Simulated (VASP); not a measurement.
**A VASP study of YSi2Ir2 (LDA): structure first, properties next**

What structure does YSi2Ir2 take at this level, and what are its properties? The steps: full relaxation (LDA), second relaxation, density, ELF and potential (LDA), bands along the symmetry lines (LDA), total and projected DOS (LDA), volume scan with LDA and fit for LDA. The start is a computed cell from the Materials Project.

Method: LDA; plane waves and PAW (Y_sv, Si, Ir), in VASP 6.6.1.

Report form: the programs' logs are mostly left out.

## (1) The structure

Before any relaxation, the start is as follows. Symmetry: I4/mmm, No. 139, tetragonal system. The conventional cell has a = 4.068 Å, b = 4.068 Å, c = 9.926 Å, α = 90.00°, β = 90.00°, γ = 90.00°. Nearest to Y lie 10 Si at 3.12 to 3.75 Å and 8 Ir at 3.21 Å. Nearest to Si lie 4 Ir at 2.40 Å and 1 Si at 2.42 Å and 5 Y at 3.12 to 3.75 Å. Nearest to Ir lie 4 Si at 2.40 Å and 4 Ir at 2.88 Å and 4 Y at 3.21 Å. Farther neighbours are not listed.

## (2) Full relaxation (LDA)

The start need not lie at this functional's minimum. ISIF = 3 frees volume, shape and positions, and EDIFFG sets the threshold on forces and stress at which the search stops. LDA, the lowest rung, knows the local density alone.

The input, INCAR:

```
SYSTEM = YSi2Ir2
PREC = Accurate
ENCUT = 400
EDIFF = 1E-06
NELM = 100
ISMEAR = 1
SIGMA = 0.2
LREAL = .FALSE.
ALGO = Normal
GGA = CA
NBANDS = 24
LASPH = .TRUE.
LORBIT = 11
LWAVE = .FALSE.
LCHARG = .FALSE.
KPAR = 4
IBRION = 2
NSW = 60
ISIF = 3
EDIFFG = -0.01
```

The input, POSCAR:

```
YSi2Ir2
1.0
   -4.0681275848      0.0000000000      0.0000000000
    0.0000000000      4.0681275848      0.0000000000
    2.0340637924     -2.0340637924     -4.9628630930
Y Si Ir
1 2 2
Direct
    0.0000000000      0.0000000000      0.0000000000
    0.3780129400      0.3780129400      0.7560258800
    0.6219870600      0.6219870600      0.2439741200
    0.7500000000      0.2500000000      0.5000000000
    0.2500000000      0.7500000000      0.5000000000
```

The input, KPOINTS:

```
Automatic mesh
0
Gamma
5 5 5
0 0 0
```

Potentials, in the order of the species: Y_sv, Si and Ir (LDA family, release 64).

On the command line:

```bash
> mpirun -np 4 vasp_std
```

The job ended after 36 s (4 MPI ranks of Intel Xeon Platinum 8259CL at 2.50GHz (Skylake/Cascade Lake), shared host; peak memory 0.71 GiB; 2.3 min of CPU time).

This run has no spin polarisation. Its electron count is odd, so without a moment it is a metal by construction. The k-mesh is coarse for a metal. The run keeps the 16 symmetry operations of its start, so it cannot find a distortion of lower symmetry.

The steps of the relaxation:

| step | energy less that of the first step (eV) | largest force (eV/Å) | pressure (GPa) | volume (Å³) |
| --- | --- | --- | --- | --- |
| 1 | 0.0000 | 0.0110 | -5.94 | 82.13 |
| 2 | 0.1601 | 1.0103 | 14.88 | 75.10 |
| 3 | -0.0466 | 0.2823 | -0.09 | 79.79 |
| 4 | -0.0467 | 0.2884 | 0.02 | 79.74 |
| 5 | -0.0503 | 0.0067 | 0.00 | 79.59 |

| conventional cell, symmetrised | before | after | change |
| --- | --- | --- | --- |
| a (Å) | 4.068 | 4.017 | -1.2 % |
| b (Å) | 4.068 | 4.017 | -1.2 % |
| c (Å) | 9.926 | 9.862 | -0.6 % |
| volume (Å³/atom) | 16.43 | 15.92 | -3.1 % |

The atoms that moved most (Å, as changes of fractional coordinates times the final cell):

| atom | dx | dy | dz | length |
| --- | --- | --- | --- | --- |
| Si2 | 0.000 | 0.000 | -0.012 | 0.012 |
| Si3 | 0.000 | 0.000 | 0.012 | 0.012 |

Final coordinates:

```
Y Si Ir
1.0
    -4.01742    0.00000    0.00000
     0.00000    4.01742    0.00000
     2.00871   -2.00871   -4.93121
Y Si Ir
1 2 2
Direct
  0.00000 0.00000 0.00000
  0.37922 0.37922 0.75844
  0.62078 0.62078 0.24156
  0.75000 0.25000 0.50000
  0.25000 0.75000 0.50000
```

This step gave:

```
electrons                       : 37
bands                           : 24
irreducible k-points            : 18
symmetry operations             : 16
free energy (TOTEN)             : -45.26 eV
energy at zero smearing         : -45.26 eV
Fermi energy                    : 8.536 eV
pressure                        : -1.00e-3 GPa
metallic                        : yes
SCF cycles over all ionic steps : 45
```

It ends with a largest force of 0.007 eV/Å and a pressure of 0.00 GPa.

## (3) Second relaxation

The basis stayed that of the start cell while the cell moved. A rerun from the cell reached resets it; the error of the finite cutoff stays.

INCAR is that of step 2.

The input, POSCAR:

```
YSi2Ir2
1.0
   -4.0174228643      0.0000000000      0.0000000000
    0.0000000000      4.0174228643      0.0000000000
    2.0087114321     -2.0087114321     -4.9312135971
Y Si Ir
1 2 2
Direct
    0.0000000000      0.0000000000      0.0000000000
    0.3792189320      0.3792189320      0.7584378640
    0.6207810680      0.6207810680      0.2415621360
    0.7500000000      0.2500000000      0.5000000000
    0.2500000000      0.7500000000      0.5000000000
```

KPOINTS is that of step 2.

On the command line:

```bash
> mpirun -np 4 vasp_std
```

The job ended after 10 s (4 MPI ranks; peak memory 0.68 GiB).

Little changed from the start: no atom moved by 0.005 Å and no cell edge by 0.1 %.

Numbers from this step:

* pressure: -0.01346 GPa
* SCF cycles over all ionic steps: 13

It ends with a largest force of 0.006 eV/Å and a pressure of -0.01 GPa. The volume moved by under 0.01 %: the run met its threshold at the first step.

## (4) Density, ELF and potential (LDA)

A single point on the relaxed cell gives a clean self-consistent state, with density, ELF and potential written out.

INCAR, as its differences from that of step 3:

```diff
@@ -14,7 +14,5 @@
 LWAVE = .FALSE.
-LCHARG = .FALSE.
-KPAR = 4
-IBRION = 2
-NSW = 60
-ISIF = 3
-EDIFFG = -0.01
+LCHARG = .TRUE.
+ISIF = 2
+LELF = .TRUE.
+LVHAR = .TRUE.
```

POSCAR is that of step 3.

KPOINTS is that of step 3.

On the command line:

```bash
> mpirun -np 4 vasp_std
```

Wall time 9.2 s (4 MPI ranks); peak memory 0.52 GiB; 34 s of CPU time.

Numbers from this step:

```yaml
scf_cycles: 13
```

Valence electrons inside each PAW sphere by angular momentum. Sphere charges, by row:

| atom | s (e) | p (e) | d (e) | f (e) | tot (e) |
| --- | --- | --- | --- | --- | --- |
| Y1 | 2.177 | 6.391 | 1.047 | 0.051 | 9.666 |
| Si2 | 0.74 | 0.952 | 0 | 0 | 1.693 |
| Si3 | 0.74 | 0.952 | 0 | 0 | 1.693 |
| Ir4 | 0.687 | 0.754 | 7.263 | 0 | 8.704 |
| Ir5 | 0.687 | 0.754 | 7.263 | 0 | 8.704 |

Valence density in the ac plane of the conventional cell at fractional y = 0.000, with atoms of Y and Si and Ir within 0.2 Å of it. It is the smooth field of the valence electrons, not physical close to the nuclei.

Ten even steps from '0' (-0.1 e/Å³) to '9' (4.6 e/Å³), each cell a mean:
```
87410000000258
43100000000123
00000000000000
00000111110000
00001233321000
00012355432100
00112344432110
01111223221110
00111111111100
00000000000100
11000000000011
11000000000011
11000000000011
00000000000010
00110000000100
00111111111110
01112333321111
00012355432100
00012344431000
00001223211000
00000111100000
11000000000011
65210000000135
98410000000369
```
Columns run along a (4.0 Å), rows up along c (9.9 Å), edges of the conventional cell, whose origin can differ from the input's. Atoms in or near the plane, at fractional coordinates: Y at (0.00, 0.00), Si at (0.00, 0.62), Si at (0.00, 0.38), Ir at (0.50, 0.75), Ir at (0.50, 0.25).

ELF in the ac plane of the conventional cell at fractional y = 0.000, with atoms of Y and Si and Ir within 0.2 Å of it. It is the smooth field of the valence electrons, not physical close to the nuclei.

Ten even steps from '0' (0.02) to '9' (0.87), each cell a mean:
```
77751122112677
76521233321367
21113444432112
01234433343210
12233200123321
23332000013332
45553100024554
35665321246664
03676443457751
13576544456642
87765433345778
99864222235789
99864322235789
56665444456665
02576544457741
13676433456752
45664210135664
34443000014444
22333100013322
11234321233321
00123443443210
43212344431134
77631123211577
77751011103677
```
Columns run along a (4.0 Å), rows up along c (9.9 Å), edges of the conventional cell, whose origin can differ from the input's. Atoms in or near the plane, at fractional coordinates: Y at (0.00, 0.00), Si at (0.00, 0.62), Si at (0.00, 0.38), Ir at (0.50, 0.75), Ir at (0.50, 0.25).

Electrostatic potential energy in the ac plane of the conventional cell at fractional y = 0.000, with atoms of Y and Si and Ir within 0.2 Å of it. With pseudopotentials it is smooth inside the atoms' cores, unlike the true potential.

Ten even steps from '0' (-78 eV) to '9' (2 eV), each cell a mean:
```
66789999998776
77889999999877
88999999999998
99999887899999
99997644568999
99986432357999
88987533457998
35788765678864
00489998999720
00589999999730
46899999999875
89999999999998
78999999999988
23799999999852
00489999999720
01589887888730
67887644568886
99986432357999
99987533458999
99998765679999
99999998999999
88899999999988
77789999998877
66788999998776
```
Columns run along a (4.0 Å; values clipped at the 3rd and 97th percentile), rows up along c (9.9 Å), edges of the conventional cell, whose origin can differ from the input's. Atoms in or near the plane, at fractional coordinates: Y at (0.00, 0.00), Si at (0.00, 0.62), Si at (0.00, 0.38), Ir at (0.50, 0.75), Ir at (0.50, 0.25).

In this run the pressure is -0.01 GPa, small enough to go on.

## (5) Bands along the symmetry lines (LDA)

Levels along the symmetry lines show where the bands peak and cross; KPOINTS_OPT computes them in the converged potential.

The input, INCAR:

```
SYSTEM = YSi2Ir2
PREC = Accurate
ENCUT = 400
EDIFF = 1E-06
NELM = 100
ISMEAR = 1
SIGMA = 0.2
LREAL = .FALSE.
ALGO = Normal
GGA = CA
NBANDS = 33
LASPH = .TRUE.
LORBIT = 11
LWAVE = .FALSE.
LCHARG = .FALSE.
KPAR = 4
```

POSCAR is that of step 4.

KPOINTS is that of step 4.

The input, KPOINTS_OPT:

```
Line mode
16
Line-mode
Reciprocal
  0.00000000   0.00000000   0.00000000 GAMMA
  0.50000000   0.50000000  -0.50000000 X

  0.50000000   0.50000000  -0.50000000 X
  0.58296549   0.41703451  -0.50000000 Y

  0.58296549   0.41703451  -0.50000000 Y
  0.58296549   0.00000000  -0.29148274 S

  0.58296549   0.00000000  -0.29148274 S
  0.00000000   0.00000000   0.00000000 GAMMA

  0.00000000   0.00000000   0.00000000 GAMMA
  0.00000000   0.00000000   0.50000000 Z

  0.00000000   0.00000000   0.50000000 Z
  0.41703451   0.00000000   0.29148274 S1

  0.41703451   0.00000000   0.29148274 S1
  0.50000000   0.00000000   0.00000000 N

  0.50000000   0.00000000   0.00000000 N
  0.50000000   0.50000000  -0.25000000 P

  0.50000000   0.50000000  -0.25000000 P
  0.41703451   0.41703451   0.08296549 Y1

  0.41703451   0.41703451   0.08296549 Y1
  0.00000000   0.00000000   0.50000000 Z

  0.50000000   0.50000000  -0.50000000 X
  0.50000000   0.50000000  -0.25000000 P
```

On the command line:

```bash
> mpirun -np 4 vasp_std
```

The job ended after 50 s (4 MPI ranks; peak memory 0.8 GiB).

Spin-orbit coupling is off here; with elements this heavy it splits and shifts levels by tenths of an eV or more. The cell is typed on its shortest vectors, so the axes of tensors and the coordinates of k-points follow the printed cell and not the standard setting.

This step gave:

* bands: 33
* pressure: -0.004428 GPa

Electronic bands along the path, in eV, zero at the Fermi level; # counts the bands kept:

| point | #11 | #12 | #13 | #14 | #15 | #16 | #17 | #18 |
| --- | --- | --- | --- | --- | --- | --- | --- | --- |
| Γ | -1.09 | -1.09 | -1.04 | -0.65 | 0.79 | 2.39 | 2.39 | 2.65 |
| 0.47 of the way | -1.95 | -1.92 | -1.34 | -0.93 | 0.35 | 1.28 | 3.57 | 3.98 |
| X | -1.88 | -1.77 | -1.69 | -1.59 | 1.13 | 1.36 | 3.65 | 3.69 |
| 0.53 of the way | -2.08 | -1.77 | -1.76 | -1.16 | 1.13 | 1.37 | 3.68 | 3.69 |
| Y | -2.38 | -1.79 | -1.49 | -0.72 | 1.13 | 1.40 | 3.62 | 3.76 |
| 0.47 of the way | -2.64 | -2.03 | -0.88 | 0.29 | 1.20 | 1.96 | 3.26 | 3.33 |
| S | -2.88 | -2.77 | -0.17 | 0.10 | 0.90 | 2.63 | 2.84 | 3.40 |
| 0.47 of the way | -2.27 | -2.22 | -0.98 | -0.76 | 0.41 | 1.57 | 2.39 | 4.69 |
| Γ | -1.09 | -1.09 | -1.04 | -0.65 | 0.79 | 2.39 | 2.39 | 2.65 |
| 0.47 of the way | -0.95 | -0.84 | -0.84 | 0.55 | 0.79 | 2.44 | 3.10 | 3.10 |
| Z | -0.44 | -0.44 | -0.34 | 0.79 | 1.87 | 2.21 | 3.65 | 3.72 |
| 0.53 of the way | -1.66 | -1.46 | 0.54 | 0.64 | 2.05 | 2.33 | 2.47 | 3.06 |
| S1 | -2.88 | -2.77 | -0.17 | 0.10 | 0.90 | 2.63 | 2.84 | 3.40 |
| 0.53 of the way | -2.97 | -2.69 | -0.95 | -0.02 | 1.36 | 2.60 | 2.89 | 3.61 |
| N | -3.08 | -2.40 | -1.49 | -0.10 | 2.03 | 2.20 | 3.08 | 3.69 |
| 0.47 of the way | -2.39 | -2.38 | -1.37 | -0.35 | 1.53 | 1.70 | 2.68 | 3.73 |
| P | -1.77 | -1.77 | -1.74 | -1.72 | 1.27 | 1.27 | 3.17 | 4.19 |
| 0.47 of the way | -2.04 | -1.78 | -1.76 | -1.30 | 1.19 | 1.35 | 3.27 | 4.10 |
| Y1 | -2.38 | -1.79 | -1.49 | -0.72 | 1.13 | 1.40 | 3.62 | 3.76 |
| 0.47 of the way | -2.01 | -1.89 | 0.70 | 1.11 | 1.62 | 2.21 | 2.52 | 2.85 |
| Z | -0.44 | -0.44 | -0.34 | 0.79 | 1.87 | 2.21 | 3.65 | 3.72 |
| jump to X | -1.88 | -1.77 | -1.69 | -1.59 | 1.13 | 1.36 | 3.65 | 3.69 |
| 0.53 of the way | -1.85 | -1.75 | -1.70 | -1.66 | 1.18 | 1.33 | 3.29 | 4.05 |
| P | -1.77 | -1.77 | -1.74 | -1.72 | 1.27 | 1.27 | 3.17 | 4.19 |

Of the projections kept (Y, Si, Ir), the largest for each band there; the rest of the weight can lie on other orbitals:

| point | #11 | #12 | #13 | #14 | #15 | #16 | #17 | #18 |
| --- | --- | --- | --- | --- | --- | --- | --- | --- |
| Γ | Ir 0.60 | Ir 0.60 | Ir 0.88 | Y 0.51 | Ir 1.00 | Ir 0.45 | Ir 0.45 | Y 0.96 |
| X | Ir 0.65 | Ir 0.99 | Ir 1.00 | Ir 0.45 | Ir 0.90 | Ir 0.92 | Si 0.62 | Y 0.99 |
| Y | Ir 0.88 | Ir 0.99 | Ir 0.68 | Ir 0.68 | Ir 0.90 | Ir 0.84 | Y 0.94 | Si 0.52 |
| S | Ir 0.90 | Ir 0.97 | Ir 0.63 | Ir 0.49 | Ir 0.60 | Y 0.58 | Y 0.68 | Y 0.84 |
| Γ | Ir 0.60 | Ir 0.60 | Ir 0.88 | Y 0.51 | Ir 1.00 | Ir 0.45 | Ir 0.45 | Y 0.96 |
| Z | Ir 0.75 | Ir 0.75 | Y 0.42 | Ir 1.00 | Ir 0.63 | Y 1.00 | Y 0.75 | Y 0.83 |

There is no gap at this level.

## (6) Total and projected DOS (LDA)

Here the states are counted by energy and projected on the atoms. The mesh is finer than in the run before.

INCAR, as its differences from that of step 5:

```diff
@@ -5,3 +5,3 @@
 NELM = 100
-ISMEAR = 1
+ISMEAR = -5
 SIGMA = 0.2
@@ -16 +16,2 @@
 KPAR = 4
+NEDOS = 2001
```

POSCAR is that of step 5.

The input, KPOINTS:

```
Automatic mesh
0
Gamma
8 8 8
0 0 0
```

On the command line:

```bash
> mpirun -np 4 vasp_std
```

Wall time 32 s (4 MPI ranks); peak memory 0.97 GiB.

With tetrahedra the forces and stress of a metal are not exact derivatives of the energy.

Numbers from this step:

| Item | Value |
| --- | --- |
| SCF cycles | 16 |
| irreducible k-points | 59 |
| free energy (TOTEN) | -45.25 eV |
| Fermi energy | 8.542 eV |
| pressure | -0.03798 GPa |
| DOS at the Fermi level | 2.315 states/eV/cell |

The density of states has structure finer than the step of the table below, so its rows give means over 0.5 eV, whole bins alone (the curve runs from -12.0 to 4.67 eV). Peaks (eV: height): total -5.19: 5.52, -4.31: 9.14, -3.52: 5.32, -2.46: 5.45; Ir d -4.31: 5.49, -3.52: 3.24, -2.46: 3.94, -1.94: 3.75; Y d -1.32: 0.462, 2.20: 0.796, 4.22: 2.00; Si p -5.81: 0.527, -5.19: 0.615, -4.22: 0.687, -3.52: 0.373; Ir p -4.22: 0.474, -2.99: 0.358, -1.94: 0.301, -1.32: 0.336.

States under -12.0 eV and over 4.7 eV are left out. Table of density of states by energy, zero at the Fermi level; means over each step; 7 of 9 lines; values in states/eV/cell:

| energy (eV) | total | Ir d | Y d | Si p | Ir p | Y p | Ir s |
| --- | --- | --- | --- | --- | --- | --- | --- |
| -11.5 | 0.314 | 0.00550 | 1.7e-4 | 0.00155 | 0.00476 | 0.00380 | 0.0896 |
| -11.0 | 0.625 | 0.0205 | 0.00139 | 0.00560 | 0.0171 | 0.0133 | 0.160 |
| -10.5 | 1.09 | 0.0641 | 0.00640 | 0.00968 | 0.0465 | 0.0299 | 0.206 |
| -10.0 | 2.17 | 0.232 | 0.0356 | 0.0152 | 0.119 | 0.0487 | 0.168 |
| -9.5 | 0.601 | 0.0950 | 0.00827 | 0.0170 | 0.0368 | 0.00794 | 0.0875 |
| -9.0 | 1.38 | 0.265 | 0.0220 | 0.0473 | 0.108 | 0.00859 | 0.184 |
| -8.5 | 1.49 | 0.369 | 0.0191 | 0.0531 | 0.131 | 0.00351 | 0.128 |
| -8.0 | 0.316 | 0.0834 | 0.00265 | 0.0103 | 0.0315 | 3.6e-4 | 0.0190 |
| -7.5 | 0.00128 | 4.0e-4 | 3.9e-5 | 1.8e-4 | 0 | 1.1e-5 | 1.4e-4 |
| -7.0 | 1.40 | 0.497 | 0.0287 | 0.164 | 0.0145 | 0.0212 | 0.265 |
| -6.5 | 2.67 | 0.958 | 0.0424 | 0.319 | 0.0725 | 0.0404 | 0.384 |
| -6.0 | 2.62 | 1.14 | 0.0368 | 0.300 | 0.0957 | 0.0342 | 0.239 |
| -5.5 | 2.86 | 1.68 | 0.0525 | 0.284 | 0.0749 | 0.0469 | 0.106 |
| -5.0 | 3.86 | 2.17 | 0.0911 | 0.412 | 0.133 | 0.0771 | 0.136 |
| -4.5 | 6.20 | 3.61 | 0.182 | 0.507 | 0.267 | 0.122 | 0.134 |
| -4.0 | 4.93 | 2.79 | 0.134 | 0.391 | 0.287 | 0.133 | 0.0866 |
| -3.5 | 4.51 | 2.75 | 0.147 | 0.310 | 0.235 | 0.0904 | 0.0722 |
| -3.0 | 4.39 | 2.69 | 0.137 | 0.287 | 0.261 | 0.0783 | 0.0564 |
| -2.5 | 4.79 | 3.39 | 0.131 | 0.181 | 0.213 | 0.0574 | 0.0459 |
| -2.0 | 4.11 | 2.86 | 0.107 | 0.148 | 0.246 | 0.0672 | 0.0310 |
| -1.5 | 2.67 | 1.48 | 0.223 | 0.105 | 0.209 | 0.0627 | 0.0210 |
| -1.0 | 2.45 | 1.06 | 0.286 | 0.108 | 0.214 | 0.0747 | 0.0407 |
| -0.5 | 1.67 | 0.568 | 0.257 | 0.0806 | 0.148 | 0.0606 | 0.0281 |
| 0.0 | 1.70 | 0.572 | 0.310 | 0.0973 | 0.121 | 0.0494 | 0.0187 |
| 0.5 | 1.63 | 0.580 | 0.340 | 0.101 | 0.0829 | 0.0309 | 0.0149 |
| 1.0 | 2.38 | 1.13 | 0.389 | 0.146 | 0.107 | 0.0456 | 0.0319 |
| 1.5 | 2.97 | 1.42 | 0.545 | 0.165 | 0.148 | 0.0343 | 0.0829 |
| 2.0 | 1.85 | 0.502 | 0.632 | 0.0856 | 0.109 | 0.0152 | 0.0274 |
| 2.5 | 1.45 | 0.255 | 0.532 | 0.0703 | 0.0637 | 0.0199 | 0.0350 |
| 3.0 | 2.94 | 0.412 | 1.10 | 0.118 | 0.119 | 0.0403 | 0.132 |
| 3.5 | 2.83 | 0.296 | 1.32 | 0.0886 | 0.0999 | 0.0438 | 0.115 |
| 4.0 | 3.89 | 0.424 | 1.82 | 0.189 | 0.114 | 0.0749 | 0.138 |

The finer mesh and the other smearing move the Fermi level by +0.01 eV from the 5×5×5 run, a small shift, which tests the Fermi level alone. Of the states within 0.3 eV of the Fermi level, the largest shares in the PAW spheres are Ir d 34 %, Y d 18 % and Ir p 7 %. The rest lies in smaller channels or between the spheres.

## (7) Volume scan with LDA, volume scale 0.94

An equation of state needs energies on both sides of the minimum, all on one mesh and cutoff.

The input, INCAR:

```
SYSTEM = YSi2Ir2
PREC = Accurate
ENCUT = 400
EDIFF = 1E-06
NELM = 100
ISMEAR = 1
SIGMA = 0.2
LREAL = .FALSE.
ALGO = Normal
GGA = CA
NBANDS = 24
LASPH = .TRUE.
LORBIT = 11
LWAVE = .FALSE.
LCHARG = .FALSE.
KPAR = 4
ISIF = 2
```

POSCAR, as its differences from that of step 6:

```diff
@@ -2,5 +2,5 @@
 1.0
-   -4.0174228643      0.0000000000      0.0000000000
-    0.0000000000      4.0174228643      0.0000000000
-    2.0087114321     -2.0087114321     -4.9312135971
+   -3.9354116307      0.0000000000      0.0000000000
+    0.0000000000      3.9354116307      0.0000000000
+    1.9677058153     -1.9677058153     -4.8305483388
 Y Si Ir
```

The input, KPOINTS:

```
Automatic mesh
0
Gamma
5 5 5
0 0 0
```

On the command line:

```bash
> mpirun -np 4 vasp_std
```

Elapsed: 9 s, on 4 MPI ranks; peak memory 0.67 GiB.

The scan keeps the cell's shape and the fractional positions fixed.

Numbers from this step:

- SCF cycles: 13
- bands: 24
- irreducible k-points: 18
- free energy (TOTEN): -45.05 eV
- energy at zero smearing: -45.04 eV
- Fermi energy: 9.268 eV
- pressure: 15.24 GPa

Force by atom:

| atom | x (eV/Å) | y (eV/Å) | z (eV/Å) | size |
| --- | --- | --- | --- | --- |
| Y1 | 0.000 | 0.000 | 0.000 | 0.000 |
| Si2 | 0.000 | 0.000 | -0.671 | 0.671 |
| Si3 | 0.000 | 0.000 | 0.671 | 0.671 |
| Ir4 | 0.000 | 0.000 | 0.000 | 0.000 |
| Ir5 | 0.000 | 0.000 | 0.000 | 0.000 |

The pressure here is 15.24 GPa.

## (8) Volume scan with LDA, volume scale 0.96

INCAR is that of step 7.

POSCAR, as its differences from that of step 7:

```diff
@@ -2,5 +2,5 @@
 1.0
-   -3.9354116307      0.0000000000      0.0000000000
-    0.0000000000      3.9354116307      0.0000000000
-    1.9677058153     -1.9677058153     -4.8305483388
+   -3.9631267103      0.0000000000      0.0000000000
+    0.0000000000      3.9631267103      0.0000000000
+    1.9815633551     -1.9815633551     -4.8645674057
 Y Si Ir
```

KPOINTS is that of step 7.

On the command line:

```bash
> mpirun -np 4 vasp_std
```

The job ended after 9.8 s (4 MPI ranks; peak memory 0.65 GiB).

This step gave:

| Item | Value |
| --- | --- |
| free energy (TOTEN) | -45.17 eV |
| energy at zero smearing | -45.17 eV |
| Fermi energy | 9.015 eV |
| pressure | 9.586 GPa |

Force by atom:

| atom | x (eV/Å) | y (eV/Å) | z (eV/Å) | size |
| --- | --- | --- | --- | --- |
| Y1 | 0.000 | 0.000 | 0.000 | 0.000 |
| Si2 | 0.000 | 0.000 | -0.425 | 0.425 |
| Si3 | 0.000 | 0.000 | 0.425 | 0.425 |
| Ir4 | 0.000 | 0.000 | 0.000 | 0.000 |
| Ir5 | 0.000 | 0.000 | 0.000 | 0.000 |

The pressure falls from 15.24 to 9.59 GPa.

The run ends at a pressure of 9.59 GPa, with forces up to 0.42 eV/Å.

[end of part 1 of 2]

[Lines on the potential files, build, host, timing and source positions are cut from VASP's logs without a mark.]

[Logs are printed without paths, hosts, clocks, repeated set-up lines and the standing remarks that a program may print on its own settings, such as how far it seeks lower states.]

[Hosts, paths, dates, database ids (printed as entryN), source tags and the programs' standing remarks are cut or masked in the printed files.]

[A measured line is paired with the nearest computed mode of its activity, which favours agreement.]
